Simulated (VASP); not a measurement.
```
HfO2
1.0
    0.00000     2.54000     2.54000
    2.54000     0.00000     2.54000
    2.54000     2.54000     0.00000
Hf O
1 2
Cartesian
  0.00000   0.00000   0.00000
  1.27000   1.27000   1.27000
  3.81000   3.81000   3.81000
```

The base run (VASP): PBE GGA, plane waves, VASP's PBE PAW potentials (set 64). Numerical set-up: 520 eV cut-off, 8×8×8 Γ-centred mesh, Gaussian smearing of 0.050 eV, potentials Hf_pv O.

One setting is varied; ΔE counts from the base run. The base run took about 10 core-seconds. The timings are rough (shared machines, no repeats); factors under 2 mean little.

Pressures at a finite cut-off, here 520 eV, hold a Pulay part, which wasn't tested here.

| setting | cost over the base run | electronic steps | ΔE (meV/atom) | pressure (GPa) |
|---|---|---|---|---|
| base run | reference | 13 | 0.0 | -1.12 |
| ISYM = 1 | within a factor of 2 | 13 | 0.0 | -1.12 |
| SYMPREC = 1E-3 | within a factor of 2 | 13 | 0.0 | -1.12 |
| ISYM = 0 | about 7 times | 13 | 0.0 | -1.12 |
| ISYM = -1 | ? | 13 | 0.0 | -1.12 |

Problem. Fill in the missing entries.

Solution. 
- ISYM = -1, cost over the base run: about 10 times

Left out are runs that failed, have no time on record or changed the cell.

The compound is HfO2 in the fluorite structure, the high-temperature cubic form, which is unstable at 0 K; the monoclinic form is the stable one. The cell was not relaxed at this level.
